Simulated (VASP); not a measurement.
VASP runs on PdS (space group Fm-3m) share one base input (PBE GGA, plane waves, VASP's PBE PAW potentials (set 64)) and change the settings named in each case.

**POSCAR**
```
PdS
3.4806540
  0.0000000000   0.7071067679   0.7071067679
  0.7071067679   0.0000000000   0.7071067679
  0.7071067679   0.7071067679   0.0000000000
S Pd
1 1
Cartesian
  0.0000000000   0.0000000000   0.0000000000
  0.7071067679   0.7071067679   0.7071067679
```

### INCAR
```
NELM=100   ! most electronic steps
PREC=Accurate
EDIFF=1E-6
LMAXMIX=4   ! l cut-off of mixed one-centre charges
LCHARG=F
LREAL=F
ENCUT=300
SIGMA=0.272   ! width (eV)
SYSTEM=PdS
ISMEAR=0
ISIF=2
ALGO=Normal
LWAVE=F
LASPH=T   ! aspherical one-centre terms
GGA=PE   ! PBE
```

### KPOINTS
```
Automatic mesh
0
Gamma
8 8 8
0 0 0
```

POTCAR, in this order: S Pd (PBE.64 set). Program: vasp_std.

| change | E(σ→0) (eV/atom) | pressure (GPa) | −TS (eV) |
|---|---|---|---|
| base run | -4.7863 | 11.27 | -0.0274 |
| GGA = PS | -5.4070 | 4.11 | -0.0279 |
| GGA_COMPAT = .FALSE., LNONCOLLINEAR = .TRUE., LSORBIT = .TRUE., MAGMOM = 0.0 0.0 0.0 0.0 0.0 0.0, program vasp_ncl | -4.8056 | (withheld) | (withheld) |
| KPOINTS 3×3×3 Γ-centred mesh | -4.8616 | 13.78 | -0.0267 |

**Question.** Fill in the missing entries.

**Answer.** 
- GGA_COMPAT = .FALSE., LNONCOLLINEAR = .TRUE., LSORBIT = .TRUE., MAGMOM = 0.0 0.0 0.0 0.0 0.0 0.0, program vasp_ncl, pressure (GPa): 11.35
- GGA_COMPAT = .FALSE., LNONCOLLINEAR = .TRUE., LSORBIT = .TRUE., MAGMOM = 0.0 0.0 0.0 0.0 0.0 0.0, program vasp_ncl, −TS (eV): -0.0272

Energies of different potentials or functionals have different zeros.  At 300 eV the pressure can carry a Pulay error.

Left out are runs that ran out of time, are held back, or changed the cell or the kind of run, fixed moments of cells without a moment, rows past the twelfth, gaps on odd meshes, pressures of charged cells and columns that move by less than the noise.

The structure was generated: PdS was put into an ordered model structure, which need not be its known phase. The cell was not relaxed at this level.
